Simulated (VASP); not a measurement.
## F2GeBr2: relaxation of the atoms with PBE

Molecule: F2GeBr2, in a box.

```
CELL_PARAMETERS angstrom
12.00000 0.00000 0.00000
0.00000 13.00000 0.00000
0.00000 0.00000 12.00000
ATOMIC_POSITIONS crystal
F 0.61157 0.38413 0.53632
F 0.44484 0.50157 0.62619
Ge 0.51336 0.47717 0.50240
Br 0.39144 0.40666 0.38147
Br 0.59927 0.61810 0.44305
```

The cell isn't the ideal one: atoms moved at random, drawn with an rms of 0.02 Å.

* Program: VASP 6.6.1
* Task: relaxation of the atoms
* Functional: PBE
* Potentials or basis: VASP PAW PBE potentials, release 64 (F, Ge_d, Br)
* Cutoff: 520 eV
* k mesh: 1 × 1 × 1
* Occupations: gaussian, width 0.01 eV
* Spin: no spin polarisation
* Further INCAR settings: ALGO = Fast; EDIFF = 1e-06; IBRION = 2; EDIFFG = -0.005; NSW = 40

| Quantity | Value |
| --- | --- |
| Energy gained by relaxing | 5.7 meV/atom |
| Ionic steps | 13 |
| Largest force after relaxing | 0.005 eV/Å |
| Gap between the frontier levels | 4.10 eV |

Forces on the atoms (eV/Å):
```
F    0.000  0.000  0.001
F    0.001  0.000 -0.005
Ge   0.002  0.000  0.000
Br  -0.001  0.000  0.003
Br  -0.002  0.000  0.002
```

Step by step:
```csv
step,energy change (eV),largest force (eV/Å),pressure (GPa)
1,0.0000,0.8339,0.09
2,-0.0215,0.5564,0.01
3,-0.0241,0.3316,0.03
4,-0.0265,0.2770,-0.02
5,-0.0277,0.1231,0.00
6,-0.0280,0.0763,-0.01
7,-0.0281,0.0311,-0.01
8,-0.0281,0.0334,-0.01
9,-0.0281,0.0297,-0.01
10,-0.0282,0.0485,-0.01
11,-0.0282,0.0334,-0.01
12,-0.0282,0.0112,-0.01
13,-0.0283,0.0046,-0.01
```

Final structure:
```
F Ge Br
1.0
    12.00000    0.00000    0.00000
     0.00000   13.00000    0.00000
     0.00000    0.00000   12.00000
F Ge Br
2 1 2
Direct
  0.61254 0.38371 0.53697
  0.44460 0.50201 0.62719
  0.51299 0.47554 0.50278
  0.38978 0.40596 0.38002
  0.60057 0.62040 0.44247
```

Levels at points of the mesh, in eV from the valence-band top:
| k point | band 17 | band 18 | band 19 | band 20 | band 21 | band 22 | band 23 | band 24 | band 25 |
| --- | --- | --- | --- | --- | --- | --- | --- | --- | --- |
| (0.00, 0.00, 0.00) | -1.45 | -0.47 | -0.35 | -0.12 | 0.00 | 4.10 | 7.11 | 7.24 | 7.46 |

Wall time 22 min on 1 thread of AMD EPYC 7R43 64-Core Processor (Zen 3) (shared host), peak memory 1.4 GiB.
